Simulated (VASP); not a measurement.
# WC4 with TPSS + D4: from relaxation to properties, part 2 of 4

What structure does WC4 take at this level, and what are its properties? The cell is invented: other elements were put on sites of a known structure type. It may not be a known or stable phase.

VASP 6.6.1; TPSS with D4; plane waves and PAW (W, C); invented cell.

So far. Step 2 (Rough relaxation of the start cell): It ends with a largest force of 0.035 eV/Å and a pressure of 0.18 GPa. The relaxed cell has a, b, c = 2.615, 4.464, 7.084 Å (conventional setting).

## 3. Relaxing cell and atoms (TPSS + D4)

Properties are meant for the cell that this level of theory prefers, so cell and atoms are relaxed first (ISIF = 3) until forces and stress are small; EDIFFG sets the threshold.

The input, INCAR:

```
SYSTEM = WC4
PREC = Accurate
ENCUT = 520
EDIFF = 1E-06
NELM = 100
ISMEAR = -1
SIGMA = 0.05
LREAL = .FALSE.
ALGO = Normal
METAGGA = TPSS
IVDW = 13
LASPH = .TRUE.
NBANDS = 17
LORBIT = 11
LWAVE = .FALSE.
LCHARG = .FALSE.
KPAR = 2
IBRION = 2
NSW = 60
ISIF = 3
EDIFFG = -0.01
```

The input, POSCAR:

```
WC4
1.0
   -1.3075684503      3.5418201708      2.2322398575
    1.3075684503     -3.5418201708      2.2322398575
    1.3075684503      3.5418201708     -2.2322398575
W C
1 4
Direct
    0.0000000000      0.0000000000      0.0000000000
    0.0888111394      0.3356033107      0.7532078387
    0.9111888606      0.6643966893      0.2467921613
    0.4176045280      0.6643966893      0.7532078387
    0.5823954720      0.3356033107      0.2467921613
```

The input, KPOINTS:

```
Automatic mesh
0
Gamma
8 8 8
0 0 0
```

PAW data sets: W and C (PBE family, release 64).

Launch:

```sh
$ mpirun -np 2 vasp_std
```

Log:

```text
[banner, memory and clock lines left out]
running    2 mpi-ranks, on    1 nodes
 distrk:  each k-point on    1 cores,    2 groups
 distr:  one band on    1 cores,    1 groups

 POSCAR found type information on POSCAR W C
 POSCAR found :  2 types and       5 ions
 [... a notice as in an earlier step ...]

 LDA part: xc-table for (None), standard interpolation
 POSCAR, INCAR and KPOINTS ok, starting setup
 FFT: planning ... GRIDC
 FFT: planning ... GRID_SOFT
 FFT: planning ... GRID
 WAVECAR not read
 entering main loop
       N       E                     dE             d eps       ncg     rms          rms(c)
DAV:   1     0.927403745416E+02    0.92740E+02   -0.11649E+04  3262   0.127E+03
DAV:   2    -0.361161669247E+02   -0.12886E+03   -0.12559E+03  4166   0.311E+02
DAV:   3    -0.424538597432E+02   -0.63377E+01   -0.62611E+01  4549   0.631E+01
DAV:   4    -0.425228796255E+02   -0.69020E-01   -0.68675E-01  4147   0.697E+00
DAV:   5    -0.425238078287E+02   -0.92820E-03   -0.92734E-03  4621   0.764E-01    0.288E+01
DAV:   6    -0.518088189539E+02   -0.92850E+01   -0.30258E+01  3626   0.608E+01    0.129E+01
DAV:   7    -0.515583355991E+02    0.25048E+00   -0.14460E+00  4379   0.749E+00    0.597E+00
DAV:   8    -0.515209616144E+02    0.37374E-01   -0.36430E-01  4415   0.407E+00    0.387E+00
DAV:   9    -0.515300518924E+02   -0.90903E-02   -0.96485E-02  4358   0.194E+00    0.800E-01
DAV:  10    -0.515214871310E+02    0.85648E-02   -0.20862E-02  4312   0.929E-01    0.377E-01
DAV:  11    -0.515221196566E+02   -0.63253E-03   -0.57576E-03  4391   0.459E-01    0.675E-02
DAV:  12    -0.515220073820E+02    0.11227E-03   -0.42350E-04  3942   0.149E-01    0.361E-02
DAV:  13    -0.515220429428E+02   -0.35561E-04   -0.12238E-04  3876   0.709E-02    0.247E-02
DAV:  14    -0.515220484382E+02   -0.54954E-05   -0.89602E-06  4337   0.224E-02    0.123E-02
DAV:  15    -0.515220496024E+02   -0.11642E-05   -0.40583E-06  3860   0.136E-02    0.241E-03
DAV:  16    -0.515220498924E+02   -0.29002E-06   -0.28809E-07  2799   0.409E-03
   1 F= -.53512713E+02 E0= -.53509227E+02  d E =-.535127E+02
 curvature:   0.00 expect dE= 0.000E+00 dE for cont linesearch  0.000E+00
 trial: gam= 0.00000 g(F)=  0.401E-03 g(S)=  0.138E-01 ort = 0.000E+00 (trialstep = 0.100E+01)
 search vector abs. value=  0.142E-01
 bond charge predicted
       N       E                     dE             d eps       ncg     rms          rms(c)
DAV:   1    -0.515547642527E+02   -0.32715E-01   -0.64316E-01  3331   0.617E+00    0.943E-01
DAV:   2    -0.515502618744E+02    0.45024E-02   -0.35767E-02  4688   0.148E+00    0.106E+00
DAV:   3    -0.515491677008E+02    0.10942E-02   -0.23783E-03  4010   0.349E-01    0.542E-01
DAV:   4    -0.515487035706E+02    0.46413E-03   -0.15219E-03  4576   0.272E-01    0.352E-02
DAV:   5    -0.515487166711E+02   -0.13101E-04   -0.74617E-05  4050   0.669E-02    0.238E-02
DAV:   6    -0.515487171483E+02   -0.47713E-06   -0.57651E-06  3983   0.175E-02
   2 F= -.53516860E+02 E0= -.53512793E+02  d E =-.414715E-02
[... from here on, the cycles between the ionic steps are left out ...]
   3 F= -.53517668E+02 E0= -.53513754E+02  d E =-.495516E-02
   4 F= -.53522897E+02 E0= -.53518369E+02  d E =-.522831E-02
   5 F= -.53523563E+02 E0= -.53518803E+02  d E =-.589475E-02
   6 F= -.53525685E+02 E0= -.53520895E+02  d E =-.212149E-02
   7 F= -.53525701E+02 E0= -.53520911E+02  d E =-.213837E-02
   8 F= -.53526353E+02 E0= -.53521599E+02  d E =-.651629E-03
   9 F= -.53526444E+02 E0= -.53521709E+02  d E =-.742616E-03
  10 F= -.53526624E+02 E0= -.53521874E+02  d E =-.180040E-03
  11 F= -.53526659E+02 E0= -.53521897E+02  d E =-.214574E-03
  12 F= -.53526795E+02 E0= -.53522047E+02  d E =-.136304E-03
  13 F= -.53526840E+02 E0= -.53522105E+02  d E =-.181542E-03
  14 F= -.53526948E+02 E0= -.53522183E+02  d E =-.107706E-03
 trial-energy change:   -0.000108  1 .order   -0.000107   -0.000132   -0.000082
 step:   0.7406(harm=  0.7406)  dis= 0.00273  next Energy=   -53.527014 (dE=-0.173E-03)
 bond charge predicted
       N       E                     dE             d eps       ncg     rms          rms(c)
DAV:   1    -0.515567906186E+02    0.30373E-04   -0.30387E-02  3271   0.134E+00    0.433E-02
DAV:   2    -0.515568029083E+02   -0.12290E-04   -0.35768E-04  4623   0.163E-01    0.304E-02
DAV:   3    -0.515567927529E+02    0.10155E-04   -0.29953E-05  4185   0.378E-02    0.106E-02
DAV:   4    -0.515567929578E+02   -0.20489E-06   -0.48648E-06  4430   0.151E-02
  15 F= -.53527010E+02 E0= -.53522196E+02  d E =-.170262E-03
 curvature:  -1.07 expect dE=-0.271E-04 dE for cont linesearch -0.145E-08
 trial: gam= 0.02450 g(F)=  0.208E-05 g(S)=  0.233E-04 ort = 0.135E-05 (trialstep = 0.373E+00)
 search vector abs. value=  0.262E-04
 reached required accuracy - stopping structural energy minimisation
```

Wall time 11 min (2 MPI ranks of Intel Xeon 6975P-C (Granite Rapids), shared host); peak memory 0.5 GiB; 21 min of CPU time.

OUTCAR, selected parts (step 3):

```text
  LATTYP: Found a body centered orthorhombic cell.
 ALAT       =     2.6151369006
 B/A-ratio  =     1.7071686434
 C/A-ratio  =     2.7087072726

The static configuration has the point symmetry D_2h.

 Found     95 irreducible k-points:

   k-points           NKPTS =     95   k-points in BZ     NKDIM =     95   number of bands    NBANDS=     17

   dimension x,y,z NGX =    36 NGY =   36 NGZ =   36
   dimension x,y,z NGXF=    72 NGYF=   72 NGZF=   72

   ENCUT  =  520.0 eV  38.22 Ry    6.18 a.u.   8.16  8.16  8.16*2*pi/ulx,y,z

   NELECT =      22.0000    total number of electrons

 E-fermi :   9.8615

 k-point     1 :       0.0000    0.0000    0.0000
  band No.  band energies     occupation
    ...
      6       2.3363      2.00000
      7       3.5549      2.00000
      8       3.7135      2.00000
      9       4.0716      2.00000
     10       5.0374      2.00000
     11      10.7972      0.00000
     12      11.4060      0.00000
     13      11.8277      0.00000
     14      12.1168      0.00000
     15      12.2953      0.00000
    ...

 k-point     2 :       0.1250   -0.0000    0.0000
  band No.  band energies     occupation
    ...
      6       2.0383      2.00000
      7       3.1713      2.00000
      8       3.3813      2.00000
      9       4.1884      2.00000
     10       5.4436      2.00000
     11      10.7594      0.00000
     12      11.3001      0.00000
     13      11.8282      0.00000
     14      12.2501      0.00000
     15      12.3933      0.00000
    ...

  DFT-D4 for vdW energy calculation

  Edisp (eV):   -1.97022

  Total      -0.00464     0.04887     0.00144     0.00000     0.00000     0.00000
  in kB      -0.17795     1.87231     0.05522     0.00000     0.00000     0.00000
  external pressure =        0.58 kB  Pullay stress =        0.00 kB

  energy-cutoff  :      520.00
  volume of cell :       41.82
      direct lattice vectors                 reciprocal lattice vectors
    -1.302051994  3.624098031  2.215738391     0.000000000  0.137965363  0.225658409
     1.302051994 -3.624098031  2.215738391     0.384009243  0.000000000  0.225658409
     1.302051994  3.624098031 -2.215738391     0.384009243  0.137965363  0.000000000

 POSITION                                       TOTAL-FORCE (eV/Angst)
 -----------------------------------------------------------------------------------
      0.00000      0.00000      0.00000         0.000000      0.000000      0.000000
      1.30205      1.84858     -0.73257         0.000000      0.003281      0.000150
     -0.00000      1.77552      2.94831         0.000000     -0.003281     -0.000150
      1.30205      1.84858      0.73257         0.000000      0.003281     -0.000150
      0.00000      1.77552      1.48317         0.000000     -0.003281      0.000150
 -----------------------------------------------------------------------------------
    total drift:                               -0.000000      0.000000     -0.000000

  FREE ENERGIE OF THE ION-ELECTRON SYSTEM (eV)
  ---------------------------------------------------
  free  energy   TOTEN  =       -53.5270103998 eV

  energy  without entropy=      -53.5173817113  energy(sigma->0) =      -53.52219606

 total charge
# of ion       s       p       d       tot
------------------------------------------
    1        0.532   0.595   4.576   5.703
    2        0.834   1.731   0.000   2.565
    3        0.834   1.731   0.000   2.565
    4        0.834   1.731   0.000   2.565
    5        0.834   1.731   0.000   2.565
--------------------------------------------------
tot          3.867   7.520   4.576  15.962

[... 2 parts as in an earlier step ...]

[... 7 further parts left out ...]
```

CONTCAR:

```
WC4
   1.00000000000000
    -1.3020519940578199    3.6240980305969415    2.2157383909413775
     1.3020519940578199   -3.6240980305969415    2.2157383909413775
     1.3020519940578199    3.6240980305969415   -2.2157383909413775
  W               C
     1     4
Direct
     0.0000000000000000    0.0000000000000000    0.0000000000000000
     0.0897300464238011    0.3346897614418173    0.7550402949819845
     0.9102699535761988    0.6653102385581827    0.2449597050180155
     0.4203505335401671    0.6653102385581827    0.7550402949819845
     0.5796494664598328    0.3346897614418173    0.2449597050180155
```

Step by step:

| step | energy less that of the first step (eV) | largest force (eV/Å) | pressure (GPa) | volume (Å³) |
| --- | --- | --- | --- | --- |
| 1 | 0.0000 | 0.0456 | 1.63 | 41.35 |
| 2 | -0.0041 | 0.1513 | -2.06 | 41.85 |
| 3 | -0.0050 | 0.1086 | -1.02 | 41.71 |
| 4 | -0.0102 | 0.1103 | -0.37 | 41.74 |
| 5 | -0.0109 | 0.2420 | 0.06 | 41.76 |
| 6 | -0.0130 | 0.0895 | 0.67 | 41.79 |
| 7 | -0.0130 | 0.0763 | 0.73 | 41.79 |
| 8 | -0.0136 | 0.0373 | 0.06 | 41.86 |
| 9 | -0.0137 | 0.0401 | -0.29 | 41.90 |
| 10 | -0.0139 | 0.0311 | -0.20 | 41.89 |
| 11 | -0.0139 | 0.0374 | -0.14 | 41.88 |
| 12 | -0.0141 | 0.0244 | 0.04 | 41.85 |
| 13 | -0.0141 | 0.0379 | 0.22 | 41.83 |
| 14 | -0.0142 | 0.0239 | 0.16 | 41.82 |
| 15 | -0.0143 | 0.0033 | 0.06 | 41.82 |

| conventional cell, symmetrised | before | after | change |
| --- | --- | --- | --- |
| a (Å) | 2.615 | 2.604 | -0.4 % |
| b (Å) | 4.464 | 4.431 | -0.7 % |
| c (Å) | 7.084 | 7.248 | +2.3 % |
| volume (Å³/atom) | 8.27 | 8.36 | +1.1 % |

The atoms that moved most (Å, as changes of fractional coordinates times the final cell):

| atom | dx | dy | dz | length |
| --- | --- | --- | --- | --- |
| C3 | 0.000 | -0.013 | 0.004 | 0.014 |
| C2 | 0.000 | 0.013 | -0.004 | 0.014 |
| C5 | 0.000 | -0.013 | -0.004 | 0.014 |
| C4 | 0.000 | 0.013 | 0.004 | 0.014 |

The relaxed structure:

```
W C
1.0
    -1.30205    3.62410    2.21574
     1.30205   -3.62410    2.21574
     1.30205    3.62410   -2.21574
W C
1 4
Direct
  0.00000 0.00000 0.00000
  0.08973 0.33469 0.75504
  0.91027 0.66531 0.24496
  0.42035 0.66531 0.75504
  0.57965 0.33469 0.24496
```

Numbers from this step:

```yaml
irreducible_k_points: 95
free_energy_toten: -53.5270 eV
energy_at_zero_smearing: -53.5222 eV
fermi_energy: 9.861 eV
pressure: 0.05832 GPa
scf_cycles_over_all_ionic_steps: 85
```

It ends with a largest force of 0.003 eV/Å and a pressure of 0.06 GPa.

## 4. Second relaxation

The basis stayed that of the start cell while the cell moved. A rerun from the cell reached resets it; the error of the finite cutoff stays.

INCAR is that of step 3.

The input, POSCAR:

```
WC4
1.0
   -1.3020519941      3.6240980306      2.2157383909
    1.3020519941     -3.6240980306      2.2157383909
    1.3020519941      3.6240980306     -2.2157383909
W C
1 4
Direct
    0.0000000000      0.0000000000      0.0000000000
    0.0897300464      0.3346897614      0.7550402950
    0.9102699536      0.6653102386      0.2449597050
    0.4203505335      0.6653102386      0.7550402950
    0.5796494665      0.3346897614      0.2449597050
```

KPOINTS is that of step 3.

Launch:

```sh
$ mpirun -np 2 vasp_std
```

Log:

```text
[... set-up lines as in an earlier step ...]
 entering main loop
       N       E                     dE             d eps       ncg     rms          rms(c)
DAV:   1     0.957761017120E+02    0.95776E+02   -0.11606E+04  3238   0.127E+03
DAV:   2    -0.359518218745E+02   -0.13173E+03   -0.12858E+03  4217   0.314E+02
DAV:   3    -0.424790710143E+02   -0.65272E+01   -0.64074E+01  4469   0.634E+01
DAV:   4    -0.425570461799E+02   -0.77975E-01   -0.77793E-01  4288   0.728E+00
DAV:   5    -0.425580687374E+02   -0.10226E-02   -0.10221E-02  4490   0.783E-01    0.269E+01
DAV:   6    -0.518332890240E+02   -0.92752E+01   -0.31613E+01  3523   0.623E+01    0.121E+01
DAV:   7    -0.515944696988E+02    0.23882E+00   -0.14298E+00  4365   0.741E+00    0.570E+00
DAV:   8    -0.515584661106E+02    0.36004E-01   -0.39671E-01  4348   0.412E+00    0.390E+00
DAV:   9    -0.515665170111E+02   -0.80509E-02   -0.12769E-01  4441   0.216E+00    0.817E-01
DAV:  10    -0.515565773380E+02    0.99397E-02   -0.24090E-02  4348   0.100E+00    0.373E-01
DAV:  11    -0.515571158131E+02   -0.53848E-03   -0.64530E-03  4416   0.481E-01    0.705E-02
DAV:  12    -0.515569916703E+02    0.12414E-03   -0.45299E-04  4019   0.155E-01    0.336E-02
DAV:  13    -0.515570126908E+02   -0.21021E-04   -0.11428E-04  3871   0.667E-02    0.196E-02
DAV:  14    -0.515570174306E+02   -0.47398E-05   -0.81714E-06  4174   0.223E-02    0.121E-02
DAV:  15    -0.515570182987E+02   -0.86811E-06   -0.28671E-06  3920   0.117E-02
   1 F= -.53527236E+02 E0= -.53522421E+02  d E =-.535272E+02
 curvature:   0.00 expect dE= 0.000E+00 dE for cont linesearch  0.000E+00
 trial: gam= 0.00000 g(F)=  0.244E-05 g(S)=  0.206E-04 ort = 0.000E+00 (trialstep = 0.100E+01)
 search vector abs. value=  0.231E-04
 reached required accuracy - stopping structural energy minimisation
```

The job ended after 91 s (2 MPI ranks; peak memory 0.48 GiB; 3 min of CPU time).

From OUTCAR (step 4):

```text
  LATTYP: Found a body centered orthorhombic cell.
 ALAT       =     2.6041039882
 B/A-ratio  =     1.7017280423
 C/A-ratio  =     2.7833742792

The static configuration has the point symmetry D_2h.

 Found     95 irreducible k-points:

   ENCUT  =  520.0 eV  38.22 Ry    6.18 a.u.   8.26  8.26  8.26*2*pi/ulx,y,z

   NELECT =      22.0000    total number of electrons

 E-fermi :   9.8615

 k-point     1 :       0.0000    0.0000    0.0000
  band No.  band energies     occupation
    ...
      6       2.3364      2.00000
      7       3.5548      2.00000
      8       3.7135      2.00000
      9       4.0716      2.00000
     10       5.0373      2.00000
     11      10.7972      0.00000
     12      11.4060      0.00000
     13      11.8277      0.00000
     14      12.1169      0.00000
     15      12.2952      0.00000
    ...

 k-point     2 :       0.1250    0.0000    0.0000
  band No.  band energies     occupation
    ...
      6       2.0384      2.00000
      7       3.1713      2.00000
      8       3.3813      2.00000
      9       4.1884      2.00000
     10       5.4436      2.00000
     11      10.7594      0.00000
     12      11.3000      0.00000
     13      11.8283      0.00000
     14      12.2501      0.00000
     15      12.3932      0.00000
    ...

  DFT-D4 for vdW energy calculation

  Edisp (eV):   -1.97022

  Total      -0.00377     0.04603     0.00252     0.00000     0.00000    -0.00000
  in kB      -0.14428     1.76340     0.09663     0.00000     0.00000    -0.00000
  external pressure =        0.57 kB  Pullay stress =        0.00 kB

 POSITION                                       TOTAL-FORCE (eV/Angst)
 -----------------------------------------------------------------------------------
      0.00000      0.00000      0.00000        -0.000000     -0.000000     -0.000000
      1.30205      1.84858     -0.73257        -0.000000      0.003554      0.000173
     -0.00000      1.77552      2.94831         0.000000     -0.003554     -0.000173
      1.30205      1.84858      0.73257         0.000000      0.003554     -0.000173
     -0.00000      1.77552      1.48317        -0.000000     -0.003554      0.000173
 -----------------------------------------------------------------------------------
    total drift:                                0.000000      0.000000      0.000000

  FREE ENERGIE OF THE ION-ELECTRON SYSTEM (eV)
  ---------------------------------------------------
  free  energy   TOTEN  =       -53.5272357406 eV

  energy  without entropy=      -53.5176068703  energy(sigma->0) =      -53.52242131

 total charge
# of ion       s       p       d       tot
------------------------------------------
    1        0.532   0.595   4.575   5.702
    2        0.834   1.731   0.000   2.565
    3        0.834   1.731   0.000   2.565
    4        0.834   1.731   0.000   2.565
    5        0.834   1.731   0.000   2.565
--------------------------------------------------
tot          3.866   7.520   4.575  15.962

[... 5 parts as in an earlier step ...]

[... 7 further parts left out ...]
```

Little changed from the start: no atom moved by 0.005 Å and no cell edge by 0.1 %.

Numbers from this step:

```yaml
free_energy_toten: -53.5272 eV
energy_at_zero_smearing: -53.5224 eV
pressure: 0.05719 GPa
scf_cycles_over_all_ionic_steps: 15
```

It ends with a largest force of 0.004 eV/Å and a pressure of 0.06 GPa. The volume moved by under 0.01 %: the run met its threshold at the first step.

[end of part 2 of 4]

[Lines on the potential files, build, host, timing and source positions are cut from VASP's logs without a mark.]

[Logs are printed without paths, hosts, clocks, repeated set-up lines and the standing remarks that a program may print on its own settings, such as how far it seeks lower states.]

[Hosts, paths, dates, database ids (printed as entryN), source tags and the programs' standing remarks are cut or masked in the printed files.]

[A measured line is paired with the nearest computed mode of its activity, which favours agreement.]
